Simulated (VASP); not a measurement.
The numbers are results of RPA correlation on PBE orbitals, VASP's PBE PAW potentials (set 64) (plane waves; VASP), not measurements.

The input files of a VASP run:

KPOINTS:
```
Automatic
0
Gamma
  4 4 4
```

**POSCAR**
```
LiCl
1
    0.0000000000     2.5700000000     2.5700000000
    2.5700000000     0.0000000000     2.5700000000
    2.5700000000     2.5700000000     0.0000000000
Li Cl
1 1
Direct
  0.0000000000   0.0000000000   0.0000000000
  0.5000000000   0.5000000000   0.5000000000
```

### INCAR
```
SYSTEM = LiCl
PREC = Normal
ENCUT = 500
ALGO = ACFDT
LREAL = .FALSE.
LASPH = .TRUE.
ISMEAR = 0
SIGMA = 0.01
GGA = PE
LWAVE = .FALSE.
LCHARG = .FALSE.
NBANDS = 878
NOMEGA = 12
ENCUTGW = 300
```

POTCAR, in this order: Li_sv_GW Cl_GW (PBE.64 set). Program: vasp_std. Read from the step before: WAVECAR, WAVEDER.

Output

**OUTCAR**
```
 ion  position               nearest neighbor table
   1  0.000  0.000  0.000-
   2  0.500  0.500  0.500-
  LATTYP: Found a face centered cubic cell.
 ALAT       =     5.1400000000
 Subroutine PRICEL returns:
 Original cell was already a primitive cell.
 Subroutine GETGRP returns: Found 48 space group operations
The static configuration has the point symmetry O_h .
The dynamic configuration has the point symmetry O_h .
 Subroutine INISYM returns: Found 48 space group operations
 Subroutine IBZKPT returns following result:
 Found      8 irreducible k-points:

 Following reciprocal coordinates:
            Coordinates               Weight
  0.000000  0.000000  0.000000      1.000000
  0.250000  0.000000  0.000000      8.000000
  0.500000  0.000000  0.000000      4.000000
  0.250000  0.250000  0.000000      6.000000
  0.500000  0.250000  0.000000     24.000000
 -0.250000  0.250000  0.000000     12.000000
  0.500000  0.500000  0.000000      3.000000
 -0.250000  0.500000  0.250000      6.000000
 Subroutine IBZKPT_HF returns following result:
...
```

### OSZICAR
```
energies w=
    0.000    1.314    0.000    4.194    0.000    7.898    0.000   13.208
    0.000   21.313    0.000   34.139    0.000   54.916    0.000   89.261
    0.000  147.481    0.000  250.803    0.000  455.948    0.000 1032.620
NQ=   1    0.0000    0.0000    0.0000,
 performed       3318000 updates of chi_q(r,r)
NQ=   2    0.2500    0.0000    0.0000,
 performed       6636000 updates of chi_q(r,r)
NQ=   3    0.5000    0.0000    0.0000,
 performed       9954000 updates of chi_q(r,r)
NQ=   4    0.2500    0.2500    0.0000,
 performed      13272000 updates of chi_q(r,r)
NQ=   5    0.5000    0.2500    0.0000,
 performed      16590000 updates of chi_q(r,r)
NQ=   6   -0.2500    0.2500    0.0000,
 performed      19908000 updates of chi_q(r,r)
NQ=   7    0.5000    0.5000    0.0000,
 performed      23226000 updates of chi_q(r,r)
NQ=   8   -0.2500    0.5000    0.2500,
 performed      26544000 updates of chi_q(r,r)
```

OUTCAR:
```


      cutoff energy     smooth cutoff   RPA   correlation   Hartree contr. to MP2
---------------------------------------------------------------------------------
            300.000           240.000      -12.2665857922      -17.1081930589
            285.714           228.571      -12.1746443214      -17.0073113939
            272.109           217.687      -12.0779670387      -16.9010735368
            259.151           207.321      -11.9782740225      -16.7913704489
            246.811           197.449      -11.8737514846      -16.6762149491
            235.058           188.046      -11.7661873487      -16.5575875238
            223.865           179.092      -11.6544825404      -16.4342458869
            213.204           170.564      -11.5386379131      -16.3061578415
  linear regression
  converged value                          -13.3419360575      -18.2935794374
```
(Selected blocks of OUTCAR.)

The mesh is coarse, so the correlation energy is not converged in k-points.

The compound is LiCl in the rock salt structure. The cell was not relaxed at this level. The k-mesh is coarse (spacing up to 0.53 per Å, 2π included), so the numbers may not be converged in it.
